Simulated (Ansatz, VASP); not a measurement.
## Si2Mo in two plane-wave programs

One calculation is typed for both programs; each brings its own data sets and cutoff. How far apart do they land? The cell is taken from a series of VASP runs on this material, whose earlier steps may have relaxed, scaled or displaced it; both programs get it as it stands.

Program: Ansatz 0.2.0. Level of theory: plane waves, with VASP 6.6.1 beside it; zone-centre phonons at PBE with D3(BJ). Results are calculated unless marked as measured.

### Step 1. Starting point

It takes space group I4/mmm (No. 139, tetragonal). Conventional cell: a = 3.178 Å, b = 3.178 Å, c = 7.790 Å, α = 90.00°, β = 90.00°, γ = 90.00°. Nearest to Si lie 5 Si at 2.57 to 2.61 Å and 5 Mo at 2.59 to 2.61 Å. Nearest to Mo lie 10 Si at 2.59 to 2.61 Å. Farther neighbours are not listed.

### Step 2. VASP: zone-centre phonons, PBE with D3(BJ)

Second derivatives magnify differences that forces hide, and they need a tight electronic threshold.

Lines of VASP's logs that name or quote its potential files are left out, and so is its time.

Input file INCAR:

```
SYSTEM = Si2Mo
PREC = Accurate
ENCUT = 400
EDIFF = 1E-08
NELM = 100
ISMEAR = 1
SIGMA = 0.2
LREAL = .FALSE.
ALGO = Normal
GGA = PE
IVDW = 12
NBANDS = 17
LASPH = .TRUE.
LORBIT = 11
LWAVE = .FALSE.
LCHARG = .FALSE.
KPAR = 2
IBRION = 6
NFREE = 2
POTIM = 0.015
ISIF = 2
NSW = 1
```

Input file POSCAR:

```
Si2Mo
1.0
   -1.5890689334      1.5890689334      3.8950969645
    1.5890689334     -1.5890689334      3.8950969645
    1.5890689334      1.5890689334     -3.8950969645
Si Mo
2 1
Direct
    0.3347889275      0.3347889275      0.0000000000
    0.6652110725      0.6652110725      0.0000000000
    0.0000000000      0.0000000000      0.0000000000
```

Input file KPOINTS:

```
Automatic mesh
0
Gamma
17 17 17
0 0 0
```

Potentials, in the order of the species: Si and Mo_sv (PBE family, release 64).

Command:

```console
> mpirun -np 2 vasp_std
```

Numbers of over 12 decimals in the logs are rounded to 6 here.

The log of the run:

```text
[banner, memory and clock lines left out]
running    2 mpi-ranks, on    1 nodes
 distrk:  each k-point on    1 cores,    2 groups
 distr:  one band on    1 cores,    1 groups

 POSCAR found type information on POSCAR SiMo
 POSCAR found :  2 types and       3 ions
 LDA part: xc-table for (Slater+PW92), standard interpolation
 POSCAR, INCAR and KPOINTS ok, starting setup
 FFT: planning ... GRIDC
 FFT: planning ... GRID_SOFT
 FFT: planning ... GRID
 WAVECAR not read
 entering main loop
       N       E                     dE             d eps       ncg     rms          rms(c)
DAV:   1     0.964694496430E+02    0.96469E+02   -0.98498E+03 13906   0.101E+03
DAV:   2    -0.219898227396E+02   -0.11846E+03   -0.11643E+03 17396   0.273E+02
DAV:   3    -0.240985911927E+02   -0.21088E+01   -0.20980E+01 16884   0.334E+01
DAV:   4    -0.241086965497E+02   -0.10105E-01   -0.10097E-01 17200   0.265E+00
DAV:   5    -0.241087638085E+02   -0.67259E-04   -0.67253E-04 16843   0.203E-01    0.226E+01
DAV:   6    -0.233709473522E+02    0.73782E+00   -0.59473E+00 14810   0.162E+01    0.511E+00
DAV:   7    -0.232584925698E+02    0.11245E+00   -0.84935E-01 14508   0.565E+00    0.470E+00
DAV:   8    -0.232252358191E+02    0.33257E-01   -0.99900E-02 14940   0.242E+00    0.445E-01
DAV:   9    -0.232245784061E+02    0.65741E-03   -0.18515E-03 17414   0.356E-01    0.240E-01
DAV:  10    -0.232245300760E+02    0.48330E-04   -0.51638E-04 15584   0.195E-01    0.529E-02
DAV:  11    -0.232245194702E+02    0.10606E-04   -0.16980E-04 15169   0.983E-02    0.373E-02
DAV:  12    -0.232245168358E+02    0.26344E-05   -0.25545E-05 14659   0.358E-02    0.773E-03
DAV:  13    -0.232245161876E+02    0.64819E-06   -0.10724E-06 15209   0.908E-03    0.223E-03
DAV:  14    -0.232245160736E+02    0.11400E-06   -0.15156E-08 13462   0.959E-04    0.463E-04
DAV:  15    -0.232245160472E+02    0.26360E-07   -0.29049E-09  7572   0.444E-04    0.572E-04
DAV:  16    -0.232245160554E+02   -0.81495E-08   -0.53976E-10  7337   0.190E-04
   1 F= -.24994334E+02 E0= -.24994456E+02  d E =0.367342E-03
[... from here on, the cycles between the ionic steps are left out ...]
   2 F= -.24993353E+02 E0= -.24993475E+02  d E =0.367604E-03
   3 F= -.24993353E+02 E0= -.24993475E+02  d E =0.367582E-03
   4 F= -.24992253E+02 E0= -.24992344E+02  d E =0.273523E-03
   5 F= -.24993297E+02 E0= -.24993457E+02  d E =0.479692E-03
   6 F= -.24993123E+02 E0= -.24993244E+02  d E =0.363874E-03
   7 F= -.24993123E+02 E0= -.24993244E+02  d E =0.363880E-03
   8 F= -.24992713E+02 E0= -.24992835E+02  d E =0.366912E-03
 Finite differences progress:
  Degree of freedom:   4/  4
  Displacement:        1/  2
  Total:               7/  8
 bond charge predicted
       N       E                     dE             d eps       ncg     rms          rms(c)
DAV:   1    -0.232085457280E+02    0.14350E-01   -0.53853E+00 13776   0.249E+01    0.341E-01
DAV:   2    -0.232232341053E+02   -0.14688E-01   -0.16466E-01 14438   0.356E+00    0.150E-01
DAV:   3    -0.232229194756E+02    0.31463E-03   -0.13917E-03 17823   0.304E-01    0.663E-02
DAV:   4    -0.232228936983E+02    0.25777E-04   -0.16698E-04 16143   0.113E-01    0.280E-02
DAV:   5    -0.232228949966E+02   -0.12982E-05   -0.13891E-05 16342   0.298E-02    0.137E-02
DAV:   6    -0.232228956068E+02   -0.61028E-06   -0.17329E-06 15973   0.102E-02    0.479E-03
DAV:   7    -0.232228956144E+02   -0.75634E-08   -0.20106E-07 16220   0.578E-03    0.989E-04
DAV:   8    -0.232228956159E+02   -0.14684E-08   -0.13525E-08  9078   0.928E-04
   9 F= -.24992713E+02 E0= -.24992835E+02  d E =0.366913E-03
 Finite differences progress:
  Degree of freedom:   4/  4
  Displacement:        2/  2
  Total:               8/  8
```

OUTCAR, selected parts (step 2):

```text
ion  position               nearest neighbor table
   1  0.335  0.335  0.000-   2 2.57   3 2.59   3 2.59   3 2.59   3 2.59   2 2.61   2 2.61   2 2.61
                             2 2.61   3 2.61
   2  0.665  0.665  0.000-   1 2.57   3 2.59   3 2.59   3 2.59   3 2.59   1 2.61   1 2.61   1 2.61
                             1 2.61   3 2.61
   3  0.000  0.000  0.000-   2 2.59   2 2.59   2 2.59   1 2.59   2 2.59   1 2.59   1 2.59   1 2.59
                             1 2.61   2 2.61

  LATTYP: Found a body centered tetragonal cell.
 ALAT       =     3.1781378668
 C/A-ratio  =     2.4511818730

 Subroutine GETGRP returns: Found 16 space group operations
 (whereof 16 operations were pure point group operations)

The static configuration has the point symmetry D_4h.

 Found    405 irreducible k-points:

   k-points           NKPTS =    405   k-points in BZ     NKDIM =    405   number of bands    NBANDS=     17

   dimension x,y,z NGX =    30 NGY =   30 NGZ =   30
   dimension x,y,z NGXF=    60 NGYF=   60 NGZF=   60

   ENCUT  =  400.0 eV  29.40 Ry    5.42 a.u.   7.33  7.33  7.33*2*pi/ulx,y,z

   NELECT =      22.0000    total number of electrons

 k-points in reciprocal lattice and weights: Automatic mesh
   0.00000000  0.00000000  0.00000000       0.000
   0.05882353  0.00000000 -0.00000000       0.002
   0.11764706  0.00000000 -0.00000000       0.002
   0.17647059  0.00000000 -0.00000000       0.002
   0.23529412  0.00000000 -0.00000000       0.002
   0.29411765  0.00000000 -0.00000000       0.002
   0.35294118  0.00000000 -0.00000000       0.002
   0.41176471  0.00000000  0.00000000       0.002
   0.47058824  0.00000000 -0.00000000       0.002
[...]
-0.47058824  0.47058824  0.47058824       0.001
  -0.47058824 -0.47058824  0.47058824       0.000

 Edisp (eV)   -1.76982

 average (electrostatic) potential at core
       1 -77.1055       2 -77.1253       3 -68.7631

 E-fermi :  12.6012

 k-point     1 :       0.0000    0.0000    0.0000
  band No.  band energies     occupation
    ...
      6       6.0753      2.00000
      7       9.2095      2.00000
      8       9.4469      2.00000
      9       9.9167      2.00000
     10       9.9167      2.00000
     11      12.9843     -0.02083
     12      15.7077     -0.00000
     13      15.8830     -0.00000
     14      16.1997     -0.00000
     15      16.1997     -0.00000
    ...

 k-point     2 :       0.0588    0.0000   -0.0000
  band No.  band energies     occupation
    ...
      6       6.0830      2.00000
      7       8.9293      2.00000
      8       9.4556      2.00000
      9       9.9595      2.00000
     10      10.0811      2.00000
     11      12.7770     -0.01516
     12      15.5784     -0.00000
     13      15.8339     -0.00000
     14      15.9032     -0.00000
     15      16.4201     -0.00000
    ...

 k-point     3 :       0.1176    0.0000   -0.0000
  band No.  band energies     occupation
    ...
      7       8.4073      2.00000
      8       9.4609      2.00000
      9      10.0845      2.00000
     10      10.2953      2.00000
     11      12.3070      2.05782
     12      15.0327     -0.00000
     13      15.3232     -0.00000
     14      16.3028     -0.00000
     15      16.8210      0.00000
     16      17.3257      0.00000
    ...

 Edisp (eV)   -1.76982

  Total      -0.00945    -0.00945     0.06031     0.00000     0.00000     0.00000
  in kB      -0.38479    -0.38479     2.45597     0.00000     0.00000     0.00000
  external pressure =        0.56 kB  Pullay stress =        0.00 kB

  energy-cutoff  :      400.00
  volume of cell :       39.34
      direct lattice vectors                 reciprocal lattice vectors
    -1.589068933  1.589068933  3.895096964     0.000000000  0.314649660  0.128366509
     1.589068933 -1.589068933  3.895096964     0.314649660  0.000000000  0.128366509
     1.589068933  1.589068933 -3.895096964     0.314649660  0.314649660  0.000000000

 POSITION                                       TOTAL-FORCE (eV/Angst)
 -----------------------------------------------------------------------------------
      0.00000      0.00000      2.60807        -0.000000     -0.000000     -0.141749
      0.00000      0.00000      5.18212        -0.000000     -0.000000     -0.074333
      0.00000      0.00000     -0.01500         0.000000      0.000000      0.216082
 -----------------------------------------------------------------------------------
    total drift:                                0.000000      0.000000     -0.000016

  FREE ENERGIE OF THE ION-ELECTRON SYSTEM (eV)
  ---------------------------------------------------
  free  energy   TOTEN  =       -24.9927131787 eV

  energy  without entropy=      -24.9930800913  energy(sigma->0) =      -24.99283548

 Eigenvectors and eigenvalues of the dynamical matrix
 ----------------------------------------------------

   1 f  =   13.359982 THz    83.943243 2PiTHz  445.641034 cm-1    55.252421 meV
             X         Y         Z           dx          dy          dz
      0.000000  0.000000  2.608071     0.000000   -0.000000   -0.707107
      0.000000  0.000000  5.182123     0.000000    0.000000    0.707107
      0.000000  0.000000  0.000000     0.000000    0.000000    0.000000

   2 f  =   10.242827 THz    64.357579 2PiTHz  341.663926 cm-1    42.360909 meV
             X         Y         Z           dx          dy          dz
      0.000000  0.000000  2.608071    -0.706993    0.012690    0.000000
      0.000000  0.000000  5.182123     0.706993   -0.012690   -0.000000
      0.000000  0.000000  0.000000    -0.000000   -0.000000    0.000000

   3 f  =   10.242827 THz    64.357579 2PiTHz  341.663926 cm-1    42.360909 meV
             X         Y         Z           dx          dy          dz
      0.000000  0.000000  2.608071     0.012690    0.706993   -0.000000
      0.000000  0.000000  5.182123    -0.012690   -0.706993    0.000000
      0.000000  0.000000  0.000000     0.000000   -0.000000    0.000000

   4 f  =    9.968653 THz    62.634891 2PiTHz  332.518455 cm-1    41.227016 meV
             X         Y         Z           dx          dy          dz
      0.000000  0.000000  2.608071    -0.000000   -0.000000    0.561565
      0.000000  0.000000  5.182123    -0.000000   -0.000000    0.561565
      0.000000  0.000000  0.000000    -0.000000   -0.000000   -0.607692

   5 f  =    8.615613 THz    54.133494 2PiTHz  287.385922 cm-1    35.631297 meV
             X         Y         Z           dx          dy          dz
      0.000000  0.000000  2.608071    -0.000000   -0.561541   -0.000000
      0.000000  0.000000  5.182123    -0.000000   -0.561541   -0.000000
      0.000000  0.000000  0.000000     0.000000    0.607737    0.000000

   6 f  =    8.615613 THz    54.133494 2PiTHz  287.385922 cm-1    35.631297 meV
             X         Y         Z           dx          dy          dz
      0.000000  0.000000  2.608071    -0.561541    0.000000   -0.000000
      0.000000  0.000000  5.182123    -0.561541    0.000000    0.000000
      0.000000  0.000000  0.000000     0.607737    0.000000    0.000000

   7 f/i=    0.000184 THz     0.001153 2PiTHz    0.006121 cm-1     0.000759 meV
             X         Y         Z           dx          dy          dz
      0.000000  0.000000  2.608071    -0.000000   -0.000000    0.429703
      0.000000  0.000000  5.182123    -0.000000   -0.000000    0.429703
      0.000000  0.000000  0.000000    -0.000000   -0.000000    0.794173

   8 f/i=    0.000644 THz     0.004049 2PiTHz    0.021496 cm-1     0.002665 meV
             X         Y         Z           dx          dy          dz
      0.000000  0.000000  2.608071     0.382843    0.195200    0.000000
      0.000000  0.000000  5.182123     0.382843    0.195200    0.000000
      0.000000  0.000000  0.000000     0.707484    0.360724    0.000000

   9 f/i=    0.000644 THz     0.004049 2PiTHz    0.021496 cm-1     0.002665 meV
             X         Y         Z           dx          dy          dz
      0.000000  0.000000  2.608071    -0.195200    0.382843    0.000000
      0.000000  0.000000  5.182123    -0.195200    0.382843    0.000000
      0.000000  0.000000  0.000000    -0.360724    0.707484    0.000000

 ELASTIC MODULI CONTR FROM IONIC RELAXATION (kBar)
 Direction    XX          YY          ZZ          XY          YZ          ZX
 --------------------------------------------------------------------------------
 XX         -19.4374    -19.4374    -24.5721      0.0000     -0.0000     -0.0000
 YY         -19.4374    -19.4374    -24.5721      0.0000     -0.0000     -0.0000
 ZZ         -24.5721    -24.5721    -31.0633      0.0000     -0.0000     -0.0000
 XY           0.0000      0.0000      0.0000      0.0000      0.0000      0.0000
 YZ          -0.0000     -0.0000     -0.0000      0.0000    -26.1208     -0.0000
 ZX          -0.0000     -0.0000     -0.0000      0.0000     -0.0000    -26.1208
 --------------------------------------------------------------------------------

 total charge
# of ion       s       p       d       tot
------------------------------------------
    1        0.741   0.893   0.000   1.634
    2        0.741   0.893   0.000   1.634
    3        2.291   6.219   4.223  12.733
--------------------------------------------------
tot          3.774   8.004   4.223  16.001

[... 3 further parts left out ...]
```

CONTCAR:

```
Si2Mo
   1.00000000000000
    -1.5890689334000001    1.5890689334000001    3.8950969645000000
     1.5890689334000001   -1.5890689334000001    3.8950969645000000
     1.5890689334000001    1.5890689334000001   -3.8950969645000000
  Si              Mo
     2     1
Direct
     0.3347889275000000    0.3347889275000000    0.0000000000000000
     0.6652110725000000    0.6652110725000000    0.0000000000000000
    -0.0019254976367354   -0.0019254976367354    0.0000000000000000
```

The last energy, forces, stress and levels in OUTCAR belong to the last displaced cell, not to the cell of POSCAR. Dispersion corrections of this kind ignore metallic screening and tend to overbind metals.

(Continued in part 2 of 2.)

[Lines on the potential files, build, host, timing and source positions are cut from VASP's logs without a mark.]

[Logs are printed without paths, hosts, clocks, repeated set-up lines and the standing remarks that a program may print on its own settings, such as how far it seeks lower states.]

[Hosts, paths, dates, database ids (printed as entryN), source tags and the programs' standing remarks are cut or masked in the printed files.]
